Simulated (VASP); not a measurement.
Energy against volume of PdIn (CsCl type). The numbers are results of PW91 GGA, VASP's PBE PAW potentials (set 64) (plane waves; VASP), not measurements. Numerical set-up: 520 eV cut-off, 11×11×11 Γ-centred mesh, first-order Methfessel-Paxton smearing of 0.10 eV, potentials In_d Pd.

| V (Å³/atom) | E (eV/atom) |
|---|---|
| 17.086 | -4.37698 |
| 17.631 | -4.39531 |
| 18.177 | -4.40003 |
| 18.722 | -4.39344 |

Fit these four points and predict the energy of the run at 19.267 Å³/atom.

A cubic in V^(−2/3), the third-order Birch-Murnaghan form, passes through the four points with V0 = 18.11 Å³/atom and B0 = 112 GPa, and gives -4.3775 eV/atom there. The run gave -4.3775 eV/atom, -0.0 meV/atom from the fit; all five points give B0 = 112 GPa.

The compound is PdIn in the CsCl type structure. It was relaxed first, which changed the volume by +6 %.
